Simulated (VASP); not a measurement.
Here is the system:

```yaml
crystal:
  lattice:
    - [2.28317, -3.95457, 0.00000]
    - [2.28317, 3.95457, 0.00000]
    - [0.00000, 0.00000, 7.42729]
  atoms:
    - { symbol: Mg, position: [0.66667, 0.33333, 0.49974] }
    - { symbol: Mg, position: [0.33333, 0.66667, 0.99974] }
    - { symbol: Te, position: [0.66667, 0.33333, 0.87626] }
    - { symbol: Te, position: [0.33333, 0.66667, 0.37626] }
```

Computed with PBE GGA, VASP's PBE PAW potentials (set 64) (plane waves; VASP 6.6.1). Run with 480 eV cut-off, 6×6×4 Γ-centred mesh, Gaussian smearing of 0.050 eV, potentials Mg Te.

Unless said otherwise, spin-orbit coupling is left out, though it shifts the bands of the heavy elements here.

Problem. Predict the energy per atom (σ→0), pressure, band gap (on the k-mesh) with the smallest direct gap where there is one.

Solution. 
The band gap (on the k-mesh) is 2.49 eV, the smallest direct gap (on the k-mesh) is 2.49 eV and the energy per atom (σ→0) comes out as -3.200 eV/atom. The pressure is 1.00 GPa.

The absolute energy has meaning only against runs of the same code, potentials and settings.

The compound is MgTe in the wurtzite structure. It was relaxed first under an external pressure of 1 GPa.
